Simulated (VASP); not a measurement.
LiMg6Mo, 8 atoms in the cell. The typed cell holds 8 atoms: a = 4.237 Å, b = 6.139 Å, c = 6.212 Å, α = 87.01°, β = 89.64°, γ = 90.20°. The cell comes from a database or a generator and needn't be the stable form of this composition. The cell isn't the ideal one: cell strained at random at fixed volume.

```yaml
Program: VASP 6.6.1
Task: equation of state
Functional: BLYP
Potentials_or_basis: VASP PAW PBE potentials, release 64 (Mo, Mg, Li)
Cutoff: 500 eV
k_mesh: 6 × 5 × 5
Occupations: methfessel-paxton, width 0.1 eV
Spin: no spin polarisation
Further_INCAR_settings: ALGO = Normal; EDIFF = 1.00e-06
```

Potentials or basis: VASP PAW PBE potentials, release 64 (Mo, Mg, Li).

Launch:

```console
$ python run.py
```

Hardware: 1 thread of Intel(R) Xeon(R) Platinum 8259CL CPU @ 2.50GHz (Skylake/Cascade Lake), on a shared host.

How long does it take, and how much memory?

Run time: 19 min on 1 thread of Intel(R) Xeon(R) Platinum 8259CL CPU @ 2.50GHz (Skylake/Cascade Lake) (shared host), peak memory 0.41 GiB. Counts: scf iterations 14, k points 76.
